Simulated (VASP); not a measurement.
Data:

```
Pt3Ti
1.0
    3.93372     0.00000     0.00000
    0.00000     3.93372     0.00000
    0.00000     0.00000     3.93372
Ti Pt
1 3
Cartesian
  0.00000   0.00000   0.00000
  0.00000   1.96686   1.96686
  1.96686   0.00000   1.96686
  1.96686   1.96686   0.00000
```

These are PBE GGA with D3 dispersion (zero damping), VASP's PBE PAW potentials (set 64) (plane waves; VASP 6.6.1) values and carry that method's errors. Numerical set-up: 520 eV cut-off, 8×8×8 Γ-centred mesh, first-order Methfessel-Paxton smearing of 0.10 eV, potentials Ti_sv Pt.

Q: Give the stress tensor in GPa (positive for a compressed cell).

A: 
```
-7.20   0.00   0.00
 0.00  -7.20   0.00
 0.00   0.00  -7.20
```
The pressure is its mean diagonal, -7.20 GPa.

The compound is Pt3Ti in the L1_2 structure. This cell is one point of a volume scan, at 1.03 of the reference volume.
